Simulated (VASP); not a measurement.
Consider the following.

```
CELL_PARAMETERS angstrom
     -1.49971     1.49971     1.49971
      1.49971    -1.49971     1.49971
      1.49971     1.49971    -1.49971
ATOMIC_POSITIONS crystal
  V  0.00000 0.00000 0.00000
```

Method: PBE GGA, VASP's PBE PAW potentials (set 64) (plane waves; VASP). Settings: 520 eV cut-off, 17×17×17 Γ-centred mesh, first-order Methfessel-Paxton smearing of 0.10 eV, potentials V_sv.

### Question
Give the energy at these volumes per atom, relative to the lowest: 12.65, 13.05, 13.45, 13.86, 14.26 Å³.

### Answer
32.7, 8.5, 0.0, 5.3, 22.6 meV/atom. A third-order Birch-Murnaghan fit gives B0 = 180 GPa and B0′ = 3.5.

Measured: bulk modulus 161 GPa at 0 K (computed value off by +11.7 %), as given by H. Levämäki et al., Physical Review B (2014), arXiv:1402.3671 [corrected for temperature and zero-point phonon effects]; a 3.021 Å at 0 K (computed value off by -0.7 %), as given by Daniel Mejia-Rodriguez et al., Physical Review B (2018), arXiv:1807.09216 [static lattice: zero-point anharmonic expansion removed].

The compound is V in the bcc structure. It was relaxed first. The run is not spin-polarised, so no magnetic state was tried.
